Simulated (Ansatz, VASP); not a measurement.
# Cross-check of Zn3GaAsS3 between VASP and Ansatz

Aim: how closely do two programs agree when they are given the same cell, functional and k mesh? The cell is generated by rule, not measured, and may not be a known phase. The cell is taken from a series of runs on this material, whose earlier steps may have relaxed, scaled, displaced or heated it; both programs get it as it stands.

Main program and level: Ansatz 0.2.0; plane waves, with VASP 6.6.1 beside it; relaxation of cell and atoms at PBEsol.

The structure was built from a prototype and need not be the compound's stable phase.

### 1. The starting structure

The structure is orthorhombic, space group Pmm2 (No. 25). The conventional cell has a = 3.869 Å, b = 3.883 Å, c = 10.745 Å, α = 90.00°, β = 90.00°, γ = 90.00°. Nearest to As lie 2 Ga at 2.36 Å and 2 Zn at 2.39 Å. Nearest to Ga lie 2 As at 2.36 Å and 2 S at 2.42 Å. Nearest to S lie 4 Zn at 2.32 to 2.36 Å. Nearest to S lie 4 Zn at 2.32 to 2.35 Å. S has 2 Zn at 2.35 Å and 2 Ga at 2.42 Å nearest. Nearest to Zn lie 2 S at 2.36 Å and 2 As at 2.39 Å. Farther neighbours and most contacts between anions are not listed.

### 2. VASP: relaxation of cell and atoms, PBEsol, pair 1

The relaxed volume is the usual yardstick between codes: in a stiff, nearly cubic crystal its relative difference is about their pressure difference at one cell divided by the bulk modulus.

Lines of VASP's logs that name or quote its potential files are left out, and so is its time.

The input, INCAR:

```
SYSTEM = Zn3GaAsS3
PREC = Accurate
ENCUT = 500
EDIFF = 1E-07
NELM = 120
ISMEAR = 0
SIGMA = 0.01
LREAL = .FALSE.
ALGO = Normal
GGA = PS
NBANDS = 44
LORBIT = 11
LWAVE = .FALSE.
LCHARG = .FALSE.
ISIF = 3
IBRION = 2
NSW = 80
EDIFFG = -0.005
LASPH = .TRUE.
GGA_COMPAT = .FALSE.
NELMIN = 4
EFERMI = MIDGAP
KPAR = 2
```

The input, POSCAR:

```
Zn3GaAsS3
1.0
    2.7357900000      2.7357900000      0.0000000000
   -2.7454570000      2.7454570000      0.0000000000
    0.0000000000      0.0000000000     10.7446570000
As Ga S Zn
1 1 3 3
Direct
    0.5000000000      0.0000000000      0.1270493791
    0.0000000000      0.0000000000      0.0007712671
    0.0000000000      0.5000001821      0.3822097811
    0.5000000000      0.0000000000      0.6247467928
    0.0000000000      0.5000001821      0.8665065809
    0.5000001828      0.5000000000      0.2564361059
    0.0000000000      0.0000000000      0.4999103275
    0.5000001828      0.5000000000      0.7423699053
```

The input, KPOINTS:

```
Automatic mesh
0
Gamma
8 8 4
0 0 0
```

Potentials, in the order of the species: As, Ga_d, S and Zn (PBE family, release 64).

Command:

```console
$ mpirun -np 2 vasp_std
```

Numbers of over 12 decimals in the logs are rounded to 6 here.

What it wrote:

```text
[banner, memory and clock lines left out]
running    2 mpi-ranks, on    1 nodes
 distrk:  each k-point on    1 cores,    2 groups
 distr:  one band on    1 cores,    1 groups

 POSCAR found type information on POSCAR AsGaS Zn
 POSCAR found :  4 types and       8 ions
|                                                                             |
|               ----> ADVICE to this user running VASP <----                  |
|                                                                             |
|     You enforced a specific xc type in the INCAR file but a different       |
|     [... a line on the potential file left out ...]
|     I HOPE YOU KNOW WHAT YOU ARE DOING!                                     |
|                                                                             |

 LDA part: xc-table for (Slater+PW92), standard interpolation
 POSCAR, INCAR and KPOINTS ok, starting setup
 FFT: planning ... GRIDC
 FFT: planning ... GRID_SOFT
 FFT: planning ... GRID
 WAVECAR not read
 entering main loop
       N       E                     dE             d eps       ncg     rms          rms(c)
DAV:   1     0.594528579209E+03    0.59453E+03   -0.32551E+04  6872   0.204E+03
DAV:   2     0.570664724039E+02   -0.53746E+03   -0.52187E+03  6780   0.490E+02
DAV:   3    -0.279396958808E+02   -0.85006E+02   -0.83213E+02  7368   0.167E+02
DAV:   4    -0.328496606262E+02   -0.49100E+01   -0.48863E+01  8156   0.398E+01
DAV:   5    -0.329546072757E+02   -0.10495E+00   -0.10471E+00  7804   0.578E+00    0.124E+01
DAV:   6    -0.313845515421E+02    0.15701E+01   -0.35843E+00  9784   0.466E+01    0.903E+00
DAV:   7    -0.313874886588E+02   -0.29371E-02   -0.40193E+00  7516   0.100E+01    0.348E+00
DAV:   8    -0.313567726869E+02    0.30716E-01   -0.42651E-01  8564   0.760E+00    0.119E+00
DAV:   9    -0.313509796122E+02    0.57931E-02   -0.90579E-02  8180   0.598E+00    0.284E-01
DAV:  10    -0.313509232259E+02    0.56386E-04   -0.20578E-02  7760   0.198E+00    0.163E-01
DAV:  11    -0.313510055469E+02   -0.82321E-04   -0.41138E-03  9488   0.702E-01    0.102E-01
DAV:  12    -0.313511135373E+02   -0.10799E-03   -0.13949E-03  8184   0.420E-01    0.505E-02
DAV:  13    -0.313511347419E+02   -0.21205E-04   -0.14712E-04  7688   0.196E-01    0.225E-02
DAV:  14    -0.313511360107E+02   -0.12689E-05   -0.70398E-05  9124   0.600E-02    0.120E-02
DAV:  15    -0.313511382365E+02   -0.22257E-05   -0.16442E-05  7888   0.417E-02    0.890E-03
DAV:  16    -0.313511387811E+02   -0.54461E-06   -0.25056E-06  7648   0.171E-02    0.275E-03
DAV:  17    -0.313511388313E+02   -0.50206E-07   -0.58709E-07  8012   0.692E-03
   1 F= -.31351139E+02 E0= -.31351139E+02  d E =-.313511E+02
[...]
2 F= -.31351356E+02 E0= -.31351356E+02  d E =-.217300E-03
[...]
3 F= -.31351372E+02 E0= -.31351372E+02  d E =-.233013E-03
[...]
4 F= -.31351372E+02 E0= -.31351372E+02  d E =-.232860E-03
 curvature:  -0.39 expect dE=-0.398E-05 dE for cont linesearch -0.685E-06
 ZBRENT: accuracy reached
 trial: gam=-0.03791 g(F)=  0.926E-05 g(S)=  0.989E-06 ort = 0.313E-04 (trialstep = 0.955E+00)
 search vector abs. value=  0.867E-05
 bond charge predicted
       N       E                     dE             d eps       ncg     rms          rms(c)
DAV:   1    -0.313513766696E+02   -0.49615E-05   -0.38033E-04  6748   0.854E-02    0.847E-03
DAV:   2    -0.313513783114E+02   -0.16419E-05   -0.21949E-05  8124   0.256E-02    0.396E-03
DAV:   3    -0.313513781912E+02    0.12023E-06   -0.80963E-07  8636   0.621E-03    0.291E-03
DAV:   4    -0.313513781141E+02    0.77038E-07   -0.12939E-07  4444   0.377E-03
   5 F= -.31351378E+02 E0= -.31351378E+02  d E =-.642295E-05
 trial-energy change:   -0.000006  1 .order   -0.000007   -0.000009   -0.000004
 step:   1.9318(harm=  1.9318)  dis= 0.00055  next Energy=   -31.351380 (dE=-0.875E-05)
 reached required accuracy - stopping structural energy minimisation
```

Parts of OUTCAR (step 2):

```text
ion  position               nearest neighbor table
   1  0.500  0.000  0.127-   2 2.36   2 2.36   6 2.39   6 2.39
   2  0.000  0.000  0.001-   1 2.36   1 2.36   5 2.42   5 2.42
   3  0.000  0.500  0.382-   7 2.32   7 2.32   6 2.36   6 2.36
   4  0.500  0.000  0.625-   8 2.32   8 2.32   7 2.35   7 2.35
   5  0.000  0.500  0.867-   8 2.35   8 2.35   2 2.42   2 2.42
   6  0.500  0.500  0.256-   3 2.36   3 2.36   1 2.39   1 2.39
   7  0.000  0.000  0.500-   3 2.32   3 2.32   4 2.35   4 2.35
   8  0.500  0.500  0.742-   4 2.32   4 2.32   5 2.35   5 2.35

  LATTYP: Found a simple orthorhombic cell.
 ALAT       =     3.8689913218
 B/A-ratio  =     1.0035335314
 C/A-ratio  =     2.7771209874

 Subroutine GETGRP returns: Found  4 space group operations
 (whereof  4 operations were pure point group operations)

The static configuration has the point symmetry C_2v.

 Found     75 irreducible k-points:

   k-points           NKPTS =     75   k-points in BZ     NKDIM =     75   number of bands    NBANDS=     44

   dimension x,y,z NGX =    28 NGY =   28 NGZ =   80
   dimension x,y,z NGXF=    56 NGYF=   56 NGZF=  160

   ENCUT  =  500.0 eV  36.75 Ry    6.06 a.u.   7.05  7.08 19.59*2*pi/ulx,y,z

   NELECT =      72.0000    total number of electrons

 k-points in reciprocal lattice and weights: Automatic mesh
   0.00000000  0.00000000  0.00000000       0.004
   0.12500000  0.00000000  0.00000000       0.008
   0.25000000  0.00000000  0.00000000       0.008
   0.37500000  0.00000000  0.00000000       0.008
   0.50000000  0.00000000  0.00000000       0.004
   0.00000000  0.12500000  0.00000000       0.008
   0.12500000  0.12500000  0.00000000       0.016
   0.25000000  0.12500000  0.00000000       0.016
   0.37500000  0.12500000  0.00000000       0.016
[...]
0.37500000  0.50000000  0.50000000       0.008
   0.50000000  0.50000000  0.50000000       0.004

 average (electrostatic) potential at core
       1 -50.1693       2 -66.9826       3 -88.2705       4 -88.5302       5 -88.9218
       6 -35.4489       7 -35.7781       8 -36.0820

 E-fermi :   3.7889

 k-point     1 :       0.0000    0.0000    0.0000
  band No.  band energies     occupation
    ...
     32       1.4014      2.00000
     33       1.4101      2.00000
     34       2.5112      2.00000
     35       2.7268      2.00000
     36       3.3165      2.00000
     37       4.0125      0.00000
     38       5.1482      0.00000
     39       5.5170      0.00000
     40       6.1279      0.00000
     41       6.3200      0.00000
    ...

 k-point     2 :       0.1250    0.0000    0.0000
  band No.  band energies     occupation
    ...
     32       1.1759      2.00000
     33       1.4327      2.00000
     34       1.7313      2.00000
     35       2.3313      2.00000
     36       3.3404      2.00000
     37       4.5336      0.00000
     38       5.5436      0.00000
     39       6.0565      0.00000
     40       6.3918      0.00000
     41       6.9386      0.00000
    ...

 k-point     3 :       0.2500    0.0000    0.0000
  band No.  band energies     occupation
    ...
     32       1.0666      2.00000
     33       1.1968      2.00000
     34       1.4601      2.00000
     35       1.8400      2.00000
     36       3.4113      2.00000
     37       4.8236      0.00000
     38       5.9053      0.00000
     39       6.0841      0.00000
     40       6.9937      0.00000
     41       7.7979      0.00000
    ...

  Total        0.0070580      0.0070580     -0.0018768     -0.0002455      0.0000000      0.0000000
  in kB        0.0698924      0.0698924     -0.0185850     -0.0024315      0.0000000      0.0000000
  external PRESSURE =       0.0403999 kB  Pullay stress =       0.0000000 kB

  energy-cutoff  :      500.00
  volume of cell :      161.79
      direct lattice vectors                 reciprocal lattice vectors
     2.738247058  2.738247058  0.000000000     0.182598571  0.182598571  0.000000000
    -2.747617431  2.747617431  0.000000000    -0.181975844  0.181975844  0.000000000
     0.000000000  0.000000000 10.752333712     0.000000000  0.000000000  0.093003066

 POSITION                                       TOTAL-FORCE (eV/Angst)
 -----------------------------------------------------------------------------------
     -1.37849      4.11674      1.36521         0.000000      0.000000     -0.004219
     -0.00937      5.48586      0.00802         0.000000      0.000000     -0.002062
      1.36444      4.11206      4.11009         0.000000      0.000000      0.002511
     -1.37849      4.11674      6.71769         0.000000      0.000000      0.001897
      1.36444      4.11206      9.31780         0.000000      0.000000      0.004172
     -0.00468      2.74293      2.75719        -0.000000     -0.000000     -0.003236
     -0.00937      5.48586      5.37512         0.000000      0.000000      0.000510
     -0.00468      2.74293      7.98204        -0.000000      0.000000      0.000428
 -----------------------------------------------------------------------------------
    total drift:                                0.000269     -0.000668     -0.001008

  FREE ENERGIE OF THE ION-ELECTRON SYSTEM (eV)
  ---------------------------------------------------
  free  energy   TOTEN  =       -31.3513781141 eV

  energy  without entropy=      -31.3513781141  energy(sigma->0) =      -31.35137811

 reached required accuracy - stopping structural energy minimisation

 total charge
# of ion       s       p       d       tot
------------------------------------------
    1        1.206   1.645   0.034   2.884
    2        0.884   0.757  10.015  11.656
    3        1.311   2.403   0.000   3.714
    4        1.310   2.410   0.000   3.721
    5        1.320   2.383   0.000   3.703
    6        0.563   0.513   9.775  10.851
    7        0.528   0.484   9.799  10.811
    8        0.529   0.487   9.798  10.814
--------------------------------------------------
tot          7.652  11.082  39.420  58.154

[... 3 further parts left out ...]
```

CONTCAR:

```
Zn3GaAsS3
   1.00000000000000
     2.7382470582679339    2.7382470582679339    0.0000000000000000
    -2.7476174305172938    2.7476174305172938    0.0000000000000000
     0.0000000000000000    0.0000000000000000   10.7523337123675464
  As              Ga              S               Zn
     1     1     3     3
Direct
     0.5000000000000000    1.0000000000000000    0.1269691687623968
     1.0000000000000000    1.0000000000000000    0.0007459031327774
     1.0000000000000000    0.5000001821000026    0.3822508649303462
     0.5000000000000000    1.0000000000000000    0.6247653804281718
     1.0000000000000000    0.5000001821000026    0.8665842029399839
     0.5000001828000009    0.5000000000000000    0.2564273297620023
     1.0000000000000000    1.0000000000000000    0.4999028125764217
     0.5000001828000009    0.5000000000000000    0.7423544771679060
```

The run keeps the 4 symmetry operations of its start, so it cannot find a distortion of lower symmetry.

(Continued in part 2 of 2.)

[Lines on the potential files, build, host, timing and source positions are cut from VASP's logs without a mark.]

[Logs are printed without paths, hosts, clocks, repeated set-up lines and the standing remarks that a program may print on its own settings, such as how far it seeks lower states.]

[Hosts, paths, dates, database ids (printed as entryN), source tags and the programs' standing remarks are cut or masked in the printed files.]
